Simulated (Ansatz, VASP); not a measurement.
# Cross-check of PbF2 (Fluorocronite) between VASP and Ansatz, part 2 of 2

One calculation is typed for both programs; each brings its own data sets and cutoff. How far apart do they land? The cell is taken from a series of VASP runs on this material, whose earlier steps may have relaxed, scaled or displaced it; both programs get it as it stands.

VASP 6.6.1 and Ansatz 0.2.0.

So far. Step 4 (Differences): The walks stopped with -0.01 GPa left in Ansatz and -0.03 GPa in VASP; each walk ends within a tolerance, so the volume difference is uncertain by about these residues over the bulk modulus, most in soft cells.

### Step 5. VASP: relaxation of cell and atoms, r2SCAN

Level of this step: r2SCAN; plane waves and PAW (Pb_d, F) (VASP).

The relaxed volume is the usual yardstick between codes: its relative difference is about their pressure difference at one cell divided by the bulk modulus. The cell compared in this pair holds 51.86 Å³, against 49.11 Å³ for the pair before.

INCAR

```
SYSTEM = PbF2
PREC = Accurate
ENCUT = 520
EDIFF = 1E-06
NELM = 100
ISMEAR = 0
SIGMA = 0.03
LREAL = .FALSE.
ALGO = Normal
METAGGA = R2SCAN
LASPH = .TRUE.
NBANDS = 20
LORBIT = 11
LWAVE = .FALSE.
LCHARG = .FALSE.
KPAR = 4
IBRION = 2
NSW = 50
ISIF = 3
EDIFFG = -0.006
```

POSCAR

```
PbF2
1.0
    0.0000000000      2.9598890272      2.9598890272
    2.9598890272      0.0000000000      2.9598890272
    2.9598890272      2.9598890272      0.0000000000
Pb F
1 2
Direct
    0.0000000000      0.0000000000      0.0000000000
    0.7500000000      0.7500000000      0.7500000000
    0.2500000000      0.2500000000      0.2500000000
```

KPOINTS

```
Automatic mesh
0
Gamma
6 6 6
0 0 0
```

The projector-augmented-wave data sets are Pb_d and F (PBE family, release 64).

Launch:

```
$ mpirun -np 4 vasp_std
```

Numbers of over 12 decimals in the logs are rounded to 6 here.

The log of the run:

```text
[banner, memory and clock lines left out]
running    4 mpi-ranks, on    1 nodes
[...]
|                                                                             |
|               ----> ADVICE to this user running VASP <----                  |
|                                                                             |
|     You enforced a specific xc type in the INCAR file but a different       |
|     [... a line on the potential file left out ...]
|     I HOPE YOU KNOW WHAT YOU ARE DOING!                                     |
|                                                                             |

 LDA part: xc-table for (None), standard interpolation
 POSCAR, INCAR and KPOINTS ok, starting setup
[...]
entering main loop
       N       E                     dE             d eps       ncg     rms          rms(c)
DAV:   1     0.241737661406E+03    0.24174E+03   -0.15199E+04   648   0.162E+03
DAV:   2    -0.508934852257E+02   -0.29263E+03   -0.27539E+03   676   0.450E+02
DAV:   3    -0.793689379129E+02   -0.28475E+02   -0.28059E+02   772   0.148E+02
DAV:   4    -0.801652099043E+02   -0.79627E+00   -0.79565E+00   744   0.257E+01
[...]
DAV:  14    -0.701616940853E+02    0.10148E-05   -0.73296E-06   708   0.261E-02    0.930E-03
DAV:  15    -0.701616926630E+02    0.14223E-05   -0.53057E-06   600   0.194E-02    0.177E-03
DAV:  16    -0.701616926306E+02    0.32391E-07   -0.80437E-07   348   0.722E-03
   1 F= -.70161693E+02 E0= -.70161693E+02  d E =-.701617E+02
[...]
reached required accuracy - stopping structural energy minimisation
```

OUTCAR, selected parts (step 5):

```text
  Total       -0.0031277     -0.0031277     -0.0031277      0.0000000      0.0000000      0.0000000
  in kB       -0.0966225     -0.0966225     -0.0966225      0.0000000      0.0000000      0.0000000
  external PRESSURE =      -0.0966225 kB  Pullay stress =       0.0000000 kB

 POSITION                                       TOTAL-FORCE (eV/Angst)
 -----------------------------------------------------------------------------------
      0.00000      0.00000      0.00000        -0.000000     -0.000000     -0.000000
      4.43983      4.43983      4.43983         0.000000      0.000000     -0.000000
      1.47994      1.47994      1.47994        -0.000000     -0.000000      0.000000
 -----------------------------------------------------------------------------------
    total drift:                                0.000000     -0.000000      0.000000

  FREE ENERGIE OF THE ION-ELECTRON SYSTEM (eV)
  ---------------------------------------------------
  free  energy   TOTEN  =       -70.1616926306 eV

  energy  without entropy=      -70.1616926306  energy(sigma->0) =      -70.16169263

[... 2 parts as in an earlier step ...]

[... 2 further parts left out ...]
[key lines of the parts left out:]
E-fermi :   1.6943
```

### Step 6. Ansatz: relaxation of cell and atoms, r2SCAN

The same cell, functional, mesh and smearing now go to Ansatz, which takes its cutoff from its data sets.

The cell is taken from a series of VASP runs on this material, whose earlier steps may have relaxed, scaled or displaced it; both programs get it as it stands.

input.yaml

```yaml
crystal:
  lattice:
    - [0.0, 2.9598890272, 2.9598890272]
    - [2.9598890272, 0.0, 2.9598890272]
    - [2.9598890272, 2.9598890272, 0.0]
  atoms:
    - { symbol: Pb, position: [0.0, 0.0, 0.0] }
    - { symbol: F, position: [0.75, 0.75, 0.75] }
    - { symbol: F, position: [0.25, 0.25, 0.25] }
hamiltonian:
  xc: r2scan
  pseudopotentials: { kind: paw }
kpoints:
  mp_grid: { grid: [6, 6, 6] }
scf:
  occupations: { method: gaussian, width: 0.03 }
relax:
  f_tol: 0.01
  max_steps: 60
  cell: { stress_tol: 0.05 }
output:
  forces: true
  stress: true
```

Launch:

```
$ ansatz run input.yaml --threads 4 --pin off --max-ram 9216MiB --backend cpu --events-out ev --progress --plain --runs-dir out
```

The log of the run:

```text
[...]
Crystal: 3 atoms, lattice volume = 51.863 Å³
Basis set: ecut = 500 eV, 1363 PW (Γ), exchange–correlation on 128×128×128 points (64 copies of the dense FFT grid, shifted against one another)
Bands: 18, of which v1, the nominal top of the filled ones, is band 14 counted from 1 (13 counted from 0)
Symmetry: 48 space group operations
[...]
k-points: 16 of 216
[...]
-0.000000      -0.000000      -0.045329
  P = ⅓ Tr σ = -0.0453 GPa (-0.453 kbar)
--- Relaxed structure (2 steps of the walk, 2 accepted, 1 SCFs on fresh bases) ---
[...]
cell:  # Å, volume = 51.9313 Å³
    - [0, 2.961191, 2.961191]
    - [2.961191, 0, 2.961191]
    - [2.961191, 2.961191, 0]
  atoms:
    - { symbol: Pb, position: [0, 0, 0] }
    - { symbol: F, position: [0.750000, 0.750000, 0.750000] }
    - { symbol: F, position: [0.250000, 0.250000, 0.250000] }
[key lines of the parts left out:]
SCF converged after 4 iterations
Free energy (F): -13542.238036 eV
Fermi energy:    7.140522 eV
```

Elapsed: 2 s, on 4 threads of Arm Neoverse V2, shared host; peak memory 0.46 GiB; 6.8 s of CPU time.

### Step 7. Side by side

What differs besides the data sets and the points named for the pairs above, as far as they apply: VASP keeps PBE cores, Ansatz makes them for the functional; the cutoff is 500 eV in Ansatz and 520 eV in VASP. Total energies have different zeros and are not compared.

Compared:

```csv
quantity,Ansatz,VASP,difference
volume (Å³),51.93,51.86,+0.13 %
"edge a after relaxation, in the typed setting (Å)",4.188,4.186,+0.05 %
```

The walks stopped with -0.05 GPa left in Ansatz and -0.01 GPa in VASP; each walk ends within a tolerance, so the volume difference is uncertain by about these residues over the bulk modulus, most in soft cells.

### Step 8. Outcome

| Quantity | Value |
| --- | --- |
| difference in volume (relaxation of cell and atoms, LDA) | -0.080 % |
| difference in volume (relaxation of cell and atoms, r2SCAN) | 0.13 % |

**Reading.** The difference in volume is 0.13 % (relaxation of cell and atoms, r2SCAN), within the 1.2 % picked in this series as the mark of a large difference, as far as the stopping tolerances let one tell. Such differences can come from data sets, numerical settings and the points named under the comparisons, not from the functional's error against experiment.

[Lines on the potential files, build, host, timing and source positions are cut from VASP's logs without a mark.]

[Logs are printed without paths, hosts, clocks, repeated set-up lines and the standing remarks that a program may print on its own settings, such as how far it seeks lower states.]

[Hosts, paths, dates, database ids (printed as entryN), source tags and the programs' standing remarks are cut or masked in the printed files.]
